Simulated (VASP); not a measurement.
```
CELL_PARAMETERS angstrom
      0.00000     2.73740     2.73740
      2.73740     0.00000     2.73740
      2.73740     2.73740     0.00000
ATOMIC_POSITIONS crystal
  Cu 0.00000 0.00000 0.00000
  Cl 0.25000 0.25000 0.25000
```

The numbers are results of PW91 GGA, VASP's PBE PAW potentials (set 64) (plane waves; VASP), not measurements. Settings: 520 eV cut-off, 8×8×8 Γ-centred mesh, Gaussian smearing of 0.050 eV, potentials Cu Cl.

**Question.** Predict the energy per atom (σ→0), pressure, band gap (on the k-mesh) with the smallest direct gap where there is one.

**Answer.** 
```json
{
  "band gap (on the k-mesh)": "0.50 eV",
  "smallest direct gap (on the k-mesh)": "0.50 eV",
  "energy per atom (σ→0)": "-3.200 eV/atom",
  "pressure": "-1.32 GPa"
}
```

The compound is CuCl in the zinc blende structure. This cell is one point of a volume scan, at 1.03 of the reference volume.
